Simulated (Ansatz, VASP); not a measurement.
# TaO2 (1T-TaO2 bilayer, AB) in two plane-wave programs

Wanted: the spread between two codes on one cell, functional and k mesh. The structure shown is the start of the Ansatz relaxation below; VASP solves that cell, so the two are compared at the walk's first step.

Program: Ansatz 0.2.0. Level of theory: plane waves, with VASP 6.6.1 beside it; single point at LDA. Results are calculated unless marked as measured.

## Step 1: Set-up

The cell holds 6 atoms: 4 O and 2 Ta. Cell: a = 3.184 Å, b = 3.184 Å, c = 39.410 Å, α = 90.0°, β = 90.0°, γ = 120.0°. Vacuum lies along c. The height across the vacuum is the one that the program set for its solve, not the one typed.

Structure file:

```cif
data_structure
_symmetry_space_group_name_H-M 'P 1'
_symmetry_Int_Tables_number 1
_cell_length_a 3.1845
_cell_length_b 3.1845
_cell_length_c 39.4103
_cell_angle_alpha 90.000
_cell_angle_beta 90.000
_cell_angle_gamma 120.000
_cell_volume 346.11
loop_
_atom_site_label
_atom_site_type_symbol
_atom_site_fract_x
_atom_site_fract_y
_atom_site_fract_z
_atom_site_occupancy
O1 O 0.66667 0.33333 0.22837 1
O2 O 0.33333 0.66667 0.29060 1
O3 O 0.00000 0.00000 0.36418 1
O4 O 0.66667 0.33333 0.42642 1
Ta5 Ta 0.00000 0.00000 0.25948 1
Ta6 Ta 0.33333 0.66667 0.39530 1
```

## Step 2: Ansatz: relaxation, LDA

Ansatz runs on its default PAW (the set named soft_2) files.

The two programs are compared at the cell with which this relaxation starts, whose forces are those of its first step.

Input file input.yaml:

```yaml
crystal:
  lattice:
    - [3.18449, 0.0, 0.0]
    - [-1.592245, 2.7578492381, 0.0]
    - [0.0, 0.0, 25.805139313]
  atoms:
    - { symbol: O, position: [0.6666666667, 0.3333333333, 0.3487677354] }
    - { symbol: Ta, position: [0.0, 0.0, 0.396288689] }
    - { symbol: O, position: [0.3333333333, 0.6666666667, 0.4438096426] }
    - { symbol: O, position: [0.0, 0.0, 0.5561903574] }
    - { symbol: Ta, position: [0.3333333333, 0.6666666667, 0.603711311] }
    - { symbol: O, position: [0.6666666667, 0.3333333333, 0.6512322646] }
  periodic: [true, true, false]
kpoints:
  mp_grid: { grid: [12, 12, 1] }
hamiltonian:
  xc: lda
scf:
  occupations: { method: fermi_dirac, width: 0.05 }
  convergence: { dr2_threshold: 1.0e-09 }
relax:
  f_tol: 0.004
  max_steps: 90
  cell: {}
output:
  write_potential: true
  write_density: true
  volumetric_format: npy
```

The run is started by

```sh
ansatz run input.yaml --threads 2 --pin off --max-ram 3072MiB --backend cpu --events-out ev --progress --plain --runs-dir out
```

Numbers of over 12 decimals in the logs are rounded to 6 here.

Output:

```text
Warning: crystal.periodic: the lattice vector that does not repeat stood 0.000° off the slab's normal, 25.805 Å along it as the deck builds it. The run solves the slab on a vector along the normal, 39.410 Å long, with every atom where it was (on the deck's vector they left 18.00 Å outside them, and the widest stretch free of ions among them is 2.90 Å). A fractional position that the run reports is one of the run's ce [...]
Warning: relax.cell: scf.convergence.dr2_threshold = 1e-9 eV is looser than the 1.8926072448e-10 eV advised for a relaxation that steers and ends on the stress (1e-10 eV for each atom of the cell: 6, times the square of relax.cell.stress_2d_tol = 0.05 N/m over 17.8 Å (the atoms' height at the walk's start and 5 Å past either face), 2.808e-2 GPa, over a crystal's default 0.05). What an SCF threshold leaves in a stress goes as its square root, and in the free energy as the threshold itself, and one threshold admits the most on a small cell: [figures from the program's tests cut] Set scf.convergence.dr2_threshold to 1.8926072448e-10 eV or tighter. [rest of the remark cut]
crystal.periodic: the lattice vector that does not repeat stood 0.000° off the slab's normal, 25.805 Å along it as the deck builds it. The run solves the slab on a vector along the normal, 39.410 Å long, with every atom where it was (on the deck's vector they left 18.00 Å outside them, and the widest stretch free of ions among them is 2.90 Å). A fractional position that the run reports is one of the run's cell, which [...]
Engine: ansatz 0.2.0, aarch64-unknown-linux-gnu
Pseudopotentials: kind: paw
Pseudopotential: O, paw, valence charge 6, recommended cutoff 420 eV (normal), O.paw.azcp
Pseudopotential: Ta, paw, valence charge 13, recommended cutoff 420 eV (normal), Ta.paw.azcp
Functional definition: SPW92
  exchange = slater_x
  correlation = pw_c
Crystal: 6 atoms, lattice volume = 346.115 Å³
Basis set: ecut = 420 eV, 6815 PW (Γ)
Bands: 31, of which v1, the nominal top of the filled ones, is band 25 counted from 1 (24 counted from 0)
Symmetry: 12 space group operations
[...]
preconditioner: auto → LDOS  [metal: Δε(μ)=0.082 eV  Ē_g=11.233 eV  σ=0.050 eV  W_gap=0.34  n_scr=24 (ndim 8)  ℏωp=12.4 eV  f_vac=0.757  D(μ)=4.07/eV (n_scr^D=18)  β→1.0]
SCF iter   2: F=—  HF=-21590.340407 eV  |F-HF|=—  |Δ(HF+E_count)|=   1.77e-5  Δρ=4.10e-5  dr2=4.51e-6  ethr=5.48e-8  ⟨swp⟩=3.2  Hψ=1207  notcnv=0
SCF iter   3: F=—  HF=-21590.340468 eV  |F-HF|=—  |Δ(HF+E_count)|=   6.09e-5  Δρ=1.19e-5  dr2=2.44e-7  ethr=9.02e-9  ⟨swp⟩=3.4  Hψ=1250  notcnv=0
SCF iter   4: F=—  HF=-21590.340468 eV  |F-HF|=—  |Δ(HF+E_count)|=   1.05e-8  Δρ=2.87e-6  dr2=2.37e-8  ethr=4.87e-10  ⟨swp⟩=3.2  Hψ=1292  notcnv=0
SCF iter   5: F=—  HF=-21590.340468 eV  |F-HF|=—  |Δ(HF+E_count)|=   4.09e-9  Δρ=7.94e-7  dr2=5.07e-9  ethr=4.74e-11  ⟨swp⟩=3.5  Hψ=1380  notcnv=0
SCF iter   6: F=-21590.340468 eV  HF=-21590.340468 eV  |F-HF|=3.64e-11  |Δ(HF+E_count)|=  6.55e-11  Δρ=2.12e-7  dr2=3.56e-10  ethr=2.00e-12  ⟨swp⟩=11.6  Hψ=5979  notcnv=0
SCF 10 converged in 6 iterations: F = -21590.340468 eV  dr2 = 3.56e-10
relax step  10: F+E_penalty+E_count = -21590.34046800 eV  Δ(F+E_penalty+E_count) = -1.473e-5 eV  max|allowed force component| = 1.594e-4 eV/Å  Δτ_max = 0.0017 Å  P = -0.000 N/m  Ω = 307.083 Å³  energy of the carried Pulay correction = +1.585e-3 eV  fix = [c, alpha, beta]  reactions: c -0.000 N/m  (6 SCF iters, accepted)
iter 1 solved again at ethr=9.33e-8 eV; its pass at ethr=3.10e-3 eV (dr2=4.66e-5 eV) is discarded
SCF iter   1: F=—  HF=-21590.338782 eV  |F-HF|=—  |Δ(HF+E_count)|=         —  Δρ=2.22e-5  dr2=2.32e-7  ethr=9.33e-8  ⟨swp⟩=7.5  Hψ=7750  notcnv=0
SCF iter   2: F=—  HF=-21590.338839 eV  |F-HF|=—  |Δ(HF+E_count)|=   5.66e-5  Δρ=8.46e-6  dr2=1.30e-7  ethr=4.64e-10  ⟨swp⟩=4.6  Hψ=1881  notcnv=0
SCF iter   3: F=—  HF=-21590.338839 eV  |F-HF|=—  |Δ(HF+E_count)|=   3.35e-8  Δρ=1.11e-6  dr2=1.55e-9  ethr=2.59e-10  ⟨swp⟩=2.8  Hψ=1092  notcnv=0
SCF iter   4: F=-21590.338839 eV  HF=-21590.338839 eV  |F-HF|=3.46e-10  |Δ(HF+E_count)|=  7.02e-10  Δρ=2.84e-7  dr2=2.66e-10  ethr=2.00e-12  ⟨swp⟩=22.8  Hψ=6550  notcnv=0
SCF 11 converged in 4 iterations: F = -21590.338839 eV  dr2 = 2.66e-10
relax step  11: F+E_penalty+E_count = -21590.33883882 eV  Δ(F+E_penalty+E_count) = +1.629e-3 eV  max|allowed force component| = 2.164e-4 eV/Å  Δτ_max = 0.0000 Å  P = -0.028 N/m  Ω = 307.083 Å³  fix = [c, alpha, beta]  reactions: c -0.000 N/m  stress off target by 2.85e-2 N/m on what of the cell is left free  SCF on the basis re-selected at this cell (its energy is not comparable with the rows above)  (4 SCF iters)
basis re-selected at this cell: Δ(F+E_penalty+E_count) = +1.629e-3 eV, ΔP = -0.028 N/m vs the last step (what re-selecting the basis moved, of the pressure what is left beyond the Pulay correction that the steps carried, after the strain that the cell walked since its last selection, with what the two solves' SCF thresholds leave and, on support functions, any second-order correction that the steps lacked; it is no m [...]
WARN: The output density's exchange-correlation potential varies sharply where the density is thin. Do not read a vacuum level from v_tot or v_xc, or from such a field of the output density. On a cell that repeats whose density bears no net charge and no dipole along the vacuum's axis use v_es (v_loc + v_h of the components); under efield.dipole_correction with no amplitude use v_es + v_field, which holds any externa [...]
SCF converged after 4 iterations
Free energy (F): -21590.338839 eV
Harris-Foulkes:  -21590.338839 eV  (|F-HF|=3.46e-10)
Internal energy: -21590.305372 eV  (E = F + TS)
E sigma→0 (E₀):  -21590.322105 eV
Entropy (-TS):   -0.033467 eV (-5.578 meV/atom)
Fermi energy:    -5.347087 eV
--- Per-component energies (eV) ---
  E_band       = -1293.151016
  E_kinetic    = 1431.836833
  E_local      = -207815.079675  (includes V_loc(G=0)·N_el)
  E_nonlocal   = 240.041243
  E_hartree    = 103007.097745
  E_xc         = -723.255811
  E_vxc        = -780.416258  (∫ρ·V_xc dr)
  E_paw        = -16886.784501  (= ΣΔE_a)
  E_vpaw       = -383.738939  (= ΣTr[D̂ρ^β])
  E_aug_tail   = 0.010374  (compensation charges beyond the density's cutoff)
  E_ewald      = 99154.922928
  E_core_change = 0.905492  (= ΣΔE_core)
  E_smearing   = -0.033467  (= −TS)
  E_closure    = -0.000000  (closes the sum)
  Σ components = -21590.338839   (vs F -21590.338839, Δ=0.00e0)
--- Forces (eV/Å), atoms counted from 1 ---
  atom   1  O      0.00000000     0.00000000    -0.00000591
  atom   2  Ta    -0.00000000    -0.00000000    -0.00017095
  atom   3  O     -0.00000000    -0.00000000    -0.00021638
  atom   4  O     -0.00000000     0.00000000     0.00021638
  atom   5  Ta    -0.00000000     0.00000000     0.00017095
  atom   6  O      0.00000000    -0.00000000     0.00000591
  max |Σ_I F_I| component: 5.78e-19 eV/Å
--- 2D stress c σ (N/m, compression-positive) ---
       -0.028454       0.000000      -0.000000
        0.000000      -0.028454       0.000000
       -0.000000       0.000000      -0.000000
  P = ½ c Tr σ = -0.0285 N/m
--- Band table (eV; the first three rows and the last of 19) ---
  k-point 0: bands = [... 21 lower, -9.5504, -9.4806, -9.4806, -5.2399, -5.2399, -5.2058, -5.2058, -3.7365, ... 2 higher]
  k-point 1: bands = [... 21 lower, -9.7006, -9.6197, -9.4428, -5.2663, -5.2492, -5.0289, -4.9886, -3.7032, ... 2 higher]
  k-point 2: bands = [... 21 lower, -9.9187, -9.8170, -9.3134, -5.4428, -5.3484, -4.5053, -4.4592, -3.6252, ... 2 higher]
  k-point 18: bands = [... 21 lower, -10.8818, -10.1218, -10.1218, -4.4527, -4.4527, -3.8201, -3.7821, -3.7612, ... 2 higher]
  the weakly bound empty levels are not read free of the cell's end (no_gap_told)
--- Relaxed structure (9 steps of the walk, 9 accepted, 2 SCFs on fresh bases) ---
  F+E_penalty+E_count = -21590.33883882 eV   max|allowed force component| = 2.164e-4 eV/Å   (the final SCF, on the basis selected at the relaxed cell)
  cell:  # Å, volume = 307.0830 Å³
    - [2.999562, 0.0, 0]
    - [-1.499781, 2.597697, 0]
    - [0, 0, 39.410279]
  atoms:
    - { symbol: O, position: [0.666667, 0.333333, 0.242009] }
    - { symbol: Ta, position: [1.660296955501891e-17, 0, 0.269948] }
    - { symbol: O, position: [0.333333, 0.666667, 0.297782] }
    - { symbol: O, position: [-1.1396294737643256e-17, 0, 0.357000] }
    - { symbol: Ta, position: [0.333333, 0.666667, 0.384834] }
    - { symbol: O, position: [0.666667, 0.333333, 0.412773] }
```

In the SCF lines HF is the Harris–Foulkes energy and dr2 the Hartree energy of the density residual, in eV; the loop may stop once dr2 is under the threshold and the program's other checks hold. Hψ counts applications of the Hamiltonian.

## Step 3: VASP: single point, LDA, start cell

The same cell, functional (in two slightly different forms), mesh and smearing now go to VASP, with its own data sets.

Lines of VASP's logs that name or quote its potential files are left out, and so is its time.

Input file INCAR:

```
SYSTEM = TaO2
PREC = Accurate
ENCUT = 520
EDIFF = 1E-06
NELM = 120
ISMEAR = -1
SIGMA = 0.05
LREAL = .FALSE.
ALGO = Normal
GGA = PW92
NBANDS = 29
LASPH = .TRUE.
LORBIT = 11
LWAVE = .FALSE.
LCHARG = .FALSE.
ISIF = 2
LDIPOL = .TRUE.
IDIPOL = 3
DIPOL = 0.5 0.5 0.327
LVHAR = .TRUE.
GGA_COMPAT = .FALSE.
NELMDL = -8
KPAR = 2
```

Input file POSCAR:

```
TaO2
1.0
    3.1844900000      0.0000000000      0.0000000000
   -1.5922450000      2.7578490000      0.0000000000
    0.0000000000      0.0000000000     39.4102790000
O Ta
4 2
Direct
    0.6666666666      0.3333333333      0.2283668177
    0.3333333333      0.6666666666      0.2905985390
    0.9999999999      1.0000000000      0.3641834025
    0.6666666666      0.3333333333      0.4264151238
    0.9999999999      1.0000000000      0.2594826847
    0.3333333333      0.6666666666      0.3952992568
```

Input file KPOINTS:

```
Automatic mesh
0
Gamma
12 12 1
0 0 0
```

PAW data sets: O and Ta_pv (LDA family, release 64).

The run is started by

```sh
mpirun -np 2 vasp_std
```

Output:

```text
[banner, memory and clock lines left out]
running    2 mpi-ranks, on    1 nodes
 distrk:  each k-point on    1 cores,    2 groups
 distr:  one band on    1 cores,    1 groups

 POSCAR found type information on POSCAR O Ta
 POSCAR found :  2 types and       6 ions
|                                                                             |
|               ----> ADVICE to this user running VASP <----                  |
|                                                                             |
|     You enforced a specific xc type in the INCAR file but a different       |
|     [... a line on the potential file left out ...]
|     I HOPE YOU KNOW WHAT YOU ARE DOING!                                     |
|                                                                             |

 LDA part: xc-table for (Slater(with rela. corr.)+PW92), standard interpolation
 POSCAR, INCAR and KPOINTS ok, starting setup
 FFT: planning ... GRIDC
 FFT: planning ... GRID_SOFT
 FFT: planning ... GRID
 WAVECAR not read
 entering main loop
       N       E                     dE             d eps       ncg     rms          rms(c)
DAV:   1     0.395559395239E+03    0.39556E+03   -0.21939E+04  1350   0.125E+03
DAV:   2    -0.113004627105E+02   -0.40686E+03   -0.39941E+03  1501   0.301E+02
DAV:   3    -0.690087685828E+02   -0.57708E+02   -0.56863E+02  1280   0.113E+02
DAV:   4    -0.710822767414E+02   -0.20735E+01   -0.20530E+01  1511   0.221E+01
DAV:   5    -0.711156926532E+02   -0.33416E-01   -0.33316E-01  1437   0.259E+00
DAV:   6    -0.711167392836E+02   -0.10466E-02   -0.10454E-02  1522   0.395E-01
DAV:   7    -0.711167905861E+02   -0.51302E-04   -0.51230E-04  1476   0.721E-02
DAV:   8    -0.711167938236E+02   -0.32376E-05   -0.32355E-05  1306   0.157E-02    0.276E+01
DAV:   9    -0.617551629890E+02    0.93616E+01   -0.77653E+01  1285   0.469E+01    0.137E+01
DAV:  10    -0.606030930374E+02    0.11521E+01   -0.10283E+01  1263   0.172E+01    0.711E+00
DAV:  11    -0.603930097242E+02    0.21008E+00   -0.10790E+00  1357   0.735E+00    0.723E-01
DAV:  12    -0.603857328792E+02    0.72768E-02   -0.70107E-02  1495   0.167E+00    0.309E-01
DAV:  13    -0.603848801714E+02    0.85271E-03   -0.97504E-03  1382   0.629E-01    0.122E-01
DAV:  14    -0.603848114812E+02    0.68690E-04   -0.93623E-04  1404   0.229E-01    0.229E-02
DAV:  15    -0.603848353811E+02   -0.23900E-04   -0.89407E-05  1436   0.667E-02    0.148E-02
DAV:  16    -0.603848567392E+02   -0.21358E-04   -0.24108E-05  1388   0.296E-02    0.822E-03
DAV:  17    -0.603848659317E+02   -0.91925E-05   -0.29019E-06  1020   0.136E-02    0.185E-03
DAV:  18    -0.603848773190E+02   -0.11387E-04   -0.93106E-07   839   0.600E-03    0.154E-03
DAV:  19    -0.603848885312E+02   -0.11212E-04   -0.41905E-07   852   0.314E-03    0.808E-04
DAV:  20    -0.603848982397E+02   -0.97085E-05   -0.25652E-07   836   0.297E-03    0.485E-04
DAV:  21    -0.603849071431E+02   -0.89034E-05   -0.39938E-07   871   0.248E-03    0.983E-04
DAV:  22    -0.603849085097E+02   -0.13666E-05   -0.92740E-08   836   0.209E-03    0.260E-04
DAV:  23    -0.603849093430E+02   -0.83322E-06   -0.10922E-07   831   0.179E-03
   1 F= -.60384909E+02 E0= -.60365481E+02  d E =-.388566E-01
```

(Part 1 of 2 ends here.)

[Lines on the potential files, build, host, timing and source positions are cut from VASP's logs without a mark.]

[Logs are printed without paths, hosts, clocks, repeated set-up lines and the standing remarks that a program may print on its own settings, such as how far it seeks lower states.]

[Hosts, paths, dates, database ids (printed as entryN), source tags and the programs' standing remarks are cut or masked in the printed files.]
